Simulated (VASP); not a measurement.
# Cr2CuGe2O8 (P-1) in VASP: single point with PBEsol

Aim: the single point of Cr2CuGe2O8 with PBEsol.

Program: VASP 6.6.1. These are calculated values, not measurements. Logs are shortened: lines on timing, memory, paths and dates and some standing lists are left out, and cuts for length are marked.

## 1. The crystal as given

The typed cell holds 13 atoms: a = 4.901 Å, b = 6.500 Å, c = 5.104 Å, α = 111.00°, β = 112.50°, γ = 86.00°.

The cell was built by a generator and needn't be a form met in nature.

## 2. Single point, PBEsol

File INCAR:

```
PREC = Accurate
ENCUT = 520
EDIFF = 1E-6
ISMEAR = -1
SIGMA = 0.0153
LREAL = F
LASPH = T
NELM = 100
ALGO = Fast
ISIF = 2
LWAVE = F
LCHARG = F
GGA = PS
NBANDS = 68
```

File KPOINTS:

```
Automatic mesh
0
Gamma
  4 3 4
  0.5 0.5 0
```

File POSCAR:

```
Cr2CuGe2O8
1.0
    4.9013416900      0.0000000000      0.0000000000
    0.4534078400      6.4839830400      0.0000000000
   -1.9530450900     -1.6968462200      4.3991611200
Cr Cu Ge O
2 1 2 8
Direct
    0.2332000000      0.1855000000      0.7420000000
    0.7668000000      0.8145000000      0.2580000000
    0.5000000000      0.5000000000      0.5000000000
    0.8607000000      0.2785000000      0.1360000000
    0.1393000000      0.7215000000      0.8640000000
    0.1800000000      0.3420000000      0.1230000000
    0.8200000000      0.6580000000      0.8770000000
    0.8920000000      0.1160000000      0.3390000000
    0.1080000000      0.8840000000      0.6610000000
    0.6500000000      0.1630000000      0.7550000000
    0.3500000000      0.8370000000      0.2450000000
    0.7480000000      0.5270000000      0.2830000000
    0.2520000000      0.4730000000      0.7170000000
```

Potentials or basis: VASP PAW PBE potentials, release 64 (Cr_pv, Cu, Ge_d, O).

The run is started by

```console
$ cat potpaw_PBE.64/Cr_pv/POTCAR potpaw_PBE.64/Cu/POTCAR potpaw_PBE.64/Ge_d/POTCAR potpaw_PBE.64/O/POTCAR > POTCAR
$ mpirun -np 1 vasp_std > vasp.out
```

OUTCAR:

```text
PREC = Accurate
   ENCUT = 520
   EDIFF = 1E-6
   ISMEAR = -1
   LREAL = F
   LASPH = T
   NELM = 100
   ISIF = 2
   GGA = PS

 ion  position               nearest neighbor table
   1  0.233  0.185  0.742-  13 1.93   9 1.94   6 1.95   8 2.01  10 2.02   4 2.92   2 3.05
   2  0.767  0.815  0.258-  12 1.93   8 1.94   7 1.95   9 2.01  11 2.02   5 2.92   1 3.05
   3  0.500  0.500  0.500-   6 1.93   7 1.93  12 1.98  13 1.98
   4  0.861  0.279  0.136-  12 1.67   6 1.68   8 1.69  10 1.71   1 2.92
   5  0.139  0.721  0.864-  13 1.67   7 1.68   9 1.69  11 1.71   2 2.92
   6  0.180  0.342  0.123-   4 1.68   3 1.93   1 1.95
   7  0.820  0.658  0.877-   5 1.68   3 1.93   2 1.95
   8  0.892  0.116  0.339-   4 1.69   2 1.94   1 2.01
   9  0.108  0.884  0.661-   5 1.69   1 1.94   2 2.01
  10  0.650  0.163  0.755-   4 1.71   1 2.02
  11  0.350  0.837  0.245-   5 1.71   2 2.02
  12  0.748  0.527  0.283-   4 1.67   2 1.93   3 1.98
  13  0.252  0.473  0.717-   5 1.67   1 1.93   3 1.98

  LATTYP: Found a triclinic cell.
 ALAT       =    12.5199875290
 B/A-ratio  =     1.0116670839
 C/A-ratio  =     1.0496295478
 COS(alpha) =     0.0005946663
 COS(beta)  =     0.5537477105
 COS(gamma) =     0.8303067046

  Lattice vectors:

 A1 = (   8.3540240300,  -3.0902906000,  -8.7983222400)
 A2 = (  11.7557284700,   1.6968462200,  -4.3991611200)
 A3 = (  -1.9020671900,  -9.5742736400,  -8.7983222400)

Analysis of symmetry for initial positions (statically):
=====================================================================
 Subroutine PRICEL returns:
 Original cell was already a primitive cell.

 Routine SETGRP: Setting up the symmetry group for a
 triclinic supercell.

 Subroutine GETGRP returns: Found  2 space group operations
 (whereof  2 operations were pure point group operations)
 out of a pool of  2 trial point group operations.

The static configuration has the point symmetry S_2 .

Analysis of symmetry for dynamics (positions and initial velocities):
=====================================================================
 Subroutine PRICEL returns:
 Original cell was already a primitive cell.

 Routine SETGRP: Setting up the symmetry group for a
 triclinic supercell.

 Subroutine GETGRP returns: Found  2 space group operations
 (whereof  2 operations were pure point group operations)
 out of a pool of  2 trial point group operations.

The dynamic configuration has the point symmetry S_2 .

 Subroutine INISYM returns: Found  2 space group operations
 (whereof  2 operations are pure point group operations),
 and found     1 'primitive' translations

----------------------------------------------------------------------------------------

                                     Primitive cell

  volume of cell :     139.8063

  direct lattice vectors                    reciprocal lattice vectors
     4.901341690  0.000000000  0.000000000     0.204025767 -0.014266984  0.085075912
     0.453407840  6.483983040  0.000000000     0.000000000  0.154226190  0.059488189
    -1.953045090 -1.696846220  4.399161120     0.000000000  0.000000000  0.227316066

  length of vectors
     4.901341690  6.499816515  5.103556679     0.221512915  0.165301429  0.227316066

  position of ions in fractional coordinates (direct lattice)
     0.233200000  0.185500000  0.742000000
     0.766800000  0.814500000  0.258000000
     0.500000000  0.500000000  0.500000000
     0.860700000  0.278500000  0.136000000
     0.139300000  0.721500000  0.864000000
     0.180000000  0.342000000  0.123000000
     0.820000000  0.658000000  0.877000000
     0.892000000  0.116000000  0.339000000
     0.108000000  0.884000000  0.661000000
     0.650000000  0.163000000  0.755000000
     0.350000000  0.837000000  0.245000000
     0.748000000  0.527000000  0.283000000
     0.252000000  0.473000000  0.717000000

  ion indices of the primitive-cell ions
   primitive index   ion index
                 1           1
                 2           2
                 3           3
                 4           4
                 5           5
                 6           6
                 7           7
                 8           8
                 9           9
                10          10
                11          11
                12          12
                13          13

----------------------------------------------------------------------------------------

 KPOINTS: Automatic mesh

Automatic generation of k-mesh.
 Grid dimensions read from file:
 generate k-points for:    4    3    4

 Generating k-lattice:

  Cartesian coordinates                     Fractional coordinates (reciprocal lattice)
     0.051006442 -0.003566746  0.021268978     0.250000000  0.000000000  0.000000000
     0.000000000  0.051408730  0.019829396     0.000000000  0.333333333  0.000000000
     0.000000000  0.000000000  0.056829017     0.000000000  0.000000000  0.250000000

  Length of vectors
     0.055378229  0.055100476  0.056829017

  Shift w.r.t. Gamma in fractional coordinates (k-lattice)
     0.500000000  0.500000000  0.000000000

 Subroutine IBZKPT returns following result:
 ===========================================

 Found     24 irreducible k-points:

 Following reciprocal coordinates:
            Coordinates               Weight
  0.125000  0.166667 -0.000000      2.000000
  0.375000  0.166667  0.000000      2.000000
 -0.375000  0.166667  0.000000      2.000000
 -0.125000  0.166667  0.000000      2.000000
  0.125000  0.500000  0.000000      2.000000
  0.375000  0.500000  0.000000      2.000000
[... 16 lines left out ...]
  0.125000  0.500000  0.500000      2.000000
  0.375000  0.500000  0.500000      2.000000
   k-points           NKPTS =     24   k-points in BZ     NKDIM =     24   number of bands    NBANDS=     68
   number of dos      NEDOS =    301   number of ions     NIONS =     13
   total plane-waves  NPLWV =  69120
   dimension x,y,z NGX =    36 NGY =   48 NGZ =   40
   dimension x,y,z NGXF=    72 NGYF=   96 NGZF=   80
   ions per type =               2   1   2   8
   NGX,Y,Z   is equivalent  to a cutoff of  12.21, 12.28, 13.03 a.u.
   NGXF,Y,Z  is equivalent  to a cutoff of  24.42, 24.55, 26.06 a.u.
 SYSTEM =  unknown system
   PREC   = accura    normal or accurate (medium, high low for compatibility)
   ISTART =      0    job   : 0-new  1-cont  2-samecut
   ICHARG =      2    charge: 1-file 2-atom 10-const
   ISPIN  =      1    spin polarized calculation?
   LNONCOLLINEAR =      F non collinear calculations
   LSORBIT =      F    spin-orbit coupling
   LASPH  =      T    aspherical Exc in radial PAW
   ENCUT  =  520.0 eV  38.22 Ry    6.18 a.u.   9.11 12.09  9.49*2*pi/ulx,y,z
   NELM   =    100;   NELMIN=  2; NELMDL= -5     # of ELM steps
   EDIFF  = 0.1E-05   stopping-criterion for ELM
   LREAL  =      F    real-space projection
   EDIFFG = 0.1E-04   stopping-criterion for IOM
   NSW    =      0    number of steps for IOM
   IBRION =     -1    ionic relax: 0-MD 1-quasi-New 2-CG
   NFREE  =      0    steps in history (QN), initial steepest desc. (CG)
   ISIF   =      2    stress and relaxation
   ISYM   =      2    0-nonsym 1-usesym 2-fastsym
   POTIM  = 0.5000    time-step for ionic-motion
   TEBEG  =    0.0;   TEEND  =   0.0 temperature during run
   PSTRESS=    0.0 pullay stress
   NELECT =     111.0000    total number of electrons
   NUPDOWN=      -1.0000    fix difference up-down
   EMIN   =  10.00;   EMAX   =-10.00  energy-range for DOS
   EFERMI =   0.00;   METHOD = LEGACY
   ISMEAR =    -1;   SIGMA  =   0.02  broadening in eV -4-tet -1-fermi 0-gaus
   EFERMI_NEDOS =   21; number of points for ismear=-14 and -15
   IALGO  =     68    algorithm
   IMIX   =      4    mixing-type and parameters
     AMIX     =   0.40;   BMIX     =  1.00
     AMIX_MAG =   1.60;   BMIX_MAG =  1.00
  volume/ion in A,a.u.               =      10.75        72.57
  Fermi-wavevector in a.u.,A,eV,Ry     =   1.515911  2.864656 31.265983  2.297985
  Thomas-Fermi vector in A             =   2.625371
   LORBIT       =      0    0 simple, 1 ext, 2 COOP (PROOUT), +10 PAW based schemes
   GGA     = PS    functional components
   LHFCALC =     F    Hartree Fock is set to
   AEXX    =    0.0000 exact exchange contribution
   IVDW    =     0    specifies the selected vdW correction
   LEPSILON=     F    determine dielectric tensor
   LRPA    =     F    only Hartree local field effects (RPA)
 non-spin polarized calculation
 RMM-DIIS sequential band-by-band and
  energy-cutoff  :      520.00
  volume of cell :      139.81
 maximum number of plane-waves:      3780
   NGX = 19   NGY = 25   NGZ = 19

 number of electron     110.9999985 magnetization

 Free energy of the ion-electron system (eV)
  ---------------------------------------------------
  ext. energy  EPLUGINS =         0.00000000
  ---------------------------------------------------
  free energy    TOTEN  =       -90.90952426 eV

  energy without entropy =      -90.89465009  energy(sigma->0) =      -90.90208718

 E-fermi :   5.8365     XC(G=0): -11.5855

 val. band max:        5.8229938977   @ k =  -0.1250   0.1667   0.2500
 cond. band min:       5.8387435765   @ k =  -0.1250  -0.1667   0.2500
 fundamental gap:      0.0157496788
 Fermi energy:         5.8365067830

 k-point     1 :       0.1250    0.1667   -0.0000
  band No.  band energies     occupation
      1     -38.2703      2.00000
      2     -38.2685      2.00000
      3     -38.1329      2.00000
      4     -38.0899      2.00000
      5     -37.8605      2.00000
      6     -37.8589      2.00000
[... 59 lines left out ...]
     66      12.2044      0.00000
     67      12.8178      0.00000
[... 1608 lines left out ...]
     66      11.5884      0.00000
     67      12.1125      0.00000
 [bands above 67 left out]

------------------------ aborting loop because EDIFF is reached ----------------------------------------

  FORCE on cell =-STRESS in cart. coord.  units (eV):
  Direction    XX          YY          ZZ          XY          YZ          ZX
  --------------------------------------------------------------------------------------
  -------------------------------------------------------------------------------------
  Total        8.5012330      9.7920811      6.5775227      0.1790576     -1.6980992     -0.1966867
  in kB       97.4239612    112.2170546     75.3782793      2.0519962    -19.4601835     -2.2540252
  external PRESSURE =      95.0064317 kB  Pullay stress =       0.0000000 kB

 VOLUME and BASIS-vectors are now :
 -----------------------------------------------------------------------------
  energy-cutoff  :      520.00
  volume of cell :      139.81
      direct lattice vectors                 reciprocal lattice vectors
     4.901341690  0.000000000  0.000000000     0.204025767 -0.014266984  0.085075912
     0.453407840  6.483983040  0.000000000     0.000000000  0.154226190  0.059488189
    -1.953045090 -1.696846220  4.399161120     0.000000000  0.000000000  0.227316066

 POSITION                                       TOTAL-FORCE (eV/Angst)
 -----------------------------------------------------------------------------------
     -0.22206     -0.05628      3.26418         0.182729      0.238013     -0.960200
      3.62376      4.84342      1.13498        -0.182729     -0.238013      0.960200
      1.70085      2.39357      2.19958        -0.000000      0.000000      0.000000
      4.07924      1.57502      0.59829        -0.261258      0.068814     -1.372744
     -0.67754      3.21212      3.80088         0.261258     -0.068814      1.372744
      0.79708      2.00881      0.54110         4.421933     -0.133814     -1.062733
      2.60462      2.77833      3.85806        -4.421933      0.133814      1.062733
      3.76251      0.17691      1.49132        -0.354561     -2.722686      1.541949
     -0.36081      4.61023      2.90785         0.354561      2.722686     -1.541949
      1.78523     -0.22423      3.32137        -2.740947     -0.526091     -0.787557
      1.61648      5.01137      1.07779         2.740947      0.526091      0.787557
      3.35244      2.93685      1.24496        -1.848751      2.655847      1.670267
      0.04927      1.85029      3.15420         1.848751     -2.655847     -1.670267
 -----------------------------------------------------------------------------------
    total drift:                                0.000000      0.000000     -0.000000

  FREE ENERGIE OF THE ION-ELECTRON SYSTEM (eV)
  ---------------------------------------------------
  free  energy   TOTEN  =       -90.9095242640 eV

  energy  without entropy=      -90.8946500888  energy(sigma->0) =      -90.90208718
```

Wall time 7 min (1 thread of Intel Xeon Platinum 8375C at 2.90GHz (Ice Lake), shared host); peak memory 0.37 GiB.

Results:

* Free energy: -90.9095 eV
* Pressure: 9.5 GPa
* Largest force: 4.550 eV/Å
* Band gap on the k mesh: none (metal or under the smearing width)

Forces on the atoms (eV/Å):
```
Cr   0.183  0.238 -0.960
Cr  -0.183 -0.238  0.960
Cu   0.000  0.000  0.000
Ge  -0.261  0.069 -1.373
Ge   0.261 -0.069  1.373
O    4.422 -0.134 -1.063
O   -4.422  0.134  1.063
O   -0.355 -2.723  1.542
O    0.355  2.723 -1.542
O   -2.741 -0.526 -0.788
O    2.741  0.526  0.788
O   -1.849  2.656  1.670
O    1.849 -2.656 -1.670
```

Stress tensor (GPa, compression positive):
```
 9.74  0.21 -0.23
 0.21 11.22 -1.95
-0.23 -1.95  7.54
```

Caveat: the PAW data sets were made with another functional, which shifts forces and pressure a little; an odd number of electrons without spin polarisation forces a metal; a magnetic or distorted state may lie lower; the run has no spin polarisation, though such a crystal can be magnetic; semilocal functionals often make such compounds metallic where correlation or magnetic order opens a gap, which also shifts bond lengths. Spin polarisation is off, so any magnetic state and its effect on volume and gap are missing.
